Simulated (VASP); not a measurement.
These are RPA correlation on PBE orbitals, VASP's PBE PAW potentials (set 64) (plane waves; VASP 6.6.1) values and carry that method's errors.

The input files of a VASP run:

INCAR:
```
SYSTEM=C
PREC=Normal; ENCUT=500; LREAL=.FALSE.
LASPH=.TRUE.; NBANDS=283
ALGO=ACFDT
ISMEAR=0; SIGMA=0.01
GGA=PE
LWAVE=.FALSE.; LCHARG=.FALSE.
NOMEGA=12; ENCUTGW=300
```

KPOINTS:
```
Automatic mesh
0
Gamma
4 4 4
0 0 0
```

POSCAR:
```
C
1
    0.0000000000     1.7346120000     1.7346120000
    1.7346120000     0.0000000000     1.7346120000
    1.7346120000     1.7346120000     0.0000000000
C
2
Direct
  0.0000000000   0.0000000000   0.0000000000
  0.2500000000   0.2500000000   0.2500000000
```

POTCAR, in this order: C_GW_new (PBE.64 set). Program: vasp_std. Read from the step before: WAVECAR, WAVEDER.

Output of the run:

**OUTCAR**
```
 ion  position               nearest neighbor table
   1  0.000  0.000  0.000-   2 1.50   2 1.50   2 1.50   2 1.50
   2  0.250  0.250  0.250-   1 1.50   1 1.50   1 1.50   1 1.50
  LATTYP: Found a face centered cubic cell.
 ALAT       =     3.4692240000
 Subroutine PRICEL returns:
 Original cell was already a primitive cell.
 Subroutine GETGRP returns: Found 48 space group operations
The static configuration has the point symmetry T_d .
 The point group associated with its full space group is O_h .
The dynamic configuration has the point symmetry T_d .
 Subroutine INISYM returns: Found 48 space group operations
 Subroutine IBZKPT returns following result:
 Found      8 irreducible k-points:

 Following reciprocal coordinates:
            Coordinates               Weight
  0.000000  0.000000  0.000000      1.000000
  0.250000  0.000000  0.000000      8.000000
  0.500000  0.000000  0.000000      4.000000
  0.250000  0.250000  0.000000      6.000000
  0.500000  0.250000  0.000000     24.000000
 -0.250000  0.250000  0.000000     12.000000
  0.500000  0.500000  0.000000      3.000000
 -0.250000  0.500000  0.250000      6.000000
...
```

**OSZICAR**
```
energies w=
    0.000    1.008    0.000    3.233    0.000    6.146    0.000   10.416
    0.000   17.091    0.000   27.909    0.000   45.869    0.000   76.306
    0.000  129.188    0.000  225.099    0.000  418.226    0.000  961.986
NQ=   1    0.0000    0.0000    0.0000,
 performed        829000 updates of chi_q(r,r)
NQ=   2    0.2500    0.0000    0.0000,
 performed       1658000 updates of chi_q(r,r)
NQ=   3    0.5000    0.0000    0.0000,
 performed       2487000 updates of chi_q(r,r)
NQ=   4    0.2500    0.2500    0.0000,
 performed       3316000 updates of chi_q(r,r)
NQ=   5    0.5000    0.2500    0.0000,
 performed       4145000 updates of chi_q(r,r)
NQ=   6   -0.2500    0.2500    0.0000,
 performed       4974000 updates of chi_q(r,r)
NQ=   7    0.5000    0.5000    0.0000,
 performed       5803000 updates of chi_q(r,r)
NQ=   8   -0.2500    0.5000    0.2500,
 performed       6632000 updates of chi_q(r,r)
```

OUTCAR:
```


      cutoff energy     smooth cutoff   RPA   correlation   Hartree contr. to MP2
---------------------------------------------------------------------------------
            300.000           240.000      -13.4331082535      -20.4181419217
            285.714           228.571      -13.3813608206      -20.3620344837
            272.109           217.687      -13.3225729874      -20.2978525495
            259.151           207.321      -13.2592366867      -20.2283343175
            246.811           197.449      -13.1925357670      -20.1547745079
            235.058           188.046      -13.1204558276      -20.0751092150
            223.865           179.092      -13.0389141602      -19.9846501859
            213.204           170.564      -12.9539311256      -19.8897921964
  linear regression
  converged value                          -14.1522660929      -21.2123475298
```
(Selected blocks of OUTCAR.)

The mesh is coarse, so the correlation energy is not converged in k-points.

The compound is C in the diamond structure. This cell is one point of a volume scan, at 0.92 of the reference volume. The k-mesh is coarse (spacing up to 0.78 per Å, 2π included), so the numbers may not be converged in it.
